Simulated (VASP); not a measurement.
Here is the system:

```xyz
2
Lattice="2.7746 0.0000 0.0000 0.0000 2.7746 0.0000 0.0000 0.0000 2.7746" Properties=species:S:1:pos:R:3 pbc="T T T"
Al     1.3873     1.3873     1.3873
Ni     0.0000     0.0000     0.0000
```

Computed with PBEsol GGA, VASP's PBE PAW potentials (set 64) (plane waves; VASP). Run with 500 eV cut-off, 13×13×13 Γ-centred mesh, first-order Methfessel-Paxton smearing of 0.10 eV, potentials Al Ni.

Energy and stress use the plane-wave basis of the starting cell.

Problem. The ions, cell shape and volume at an external pressure of 30.0 GPa are relaxed. Give the cell that the relaxation ends in.

Solution. 
```xyz
2
Lattice="2.7411 0.0000 0.0000 0.0000 2.7411 0.0000 0.0000 0.0000 2.7411" Properties=species:S:1:pos:R:3 pbc="T T T"
Al     1.3706     1.3706     1.3706
Ni     0.0000     0.0000     0.0000
```
Space group Pm-3m (221), at a tolerance of 0.03 Å.

Problem. How do energy and volume change from the first to the last step?

Solution. The energy (σ→0) changes by +58.7 meV/atom and the volume by -3.6 %, in 3 ionic steps.

The compound is NiAl in the CsCl type structure. This run relaxes it under an external pressure of 30 GPa. Symmetry was kept, so distortions that lower it aren't found. The run is not spin-polarised, so no magnetic state was tried. The electron count is odd and the run is not spin-polarised, which forces a metal.
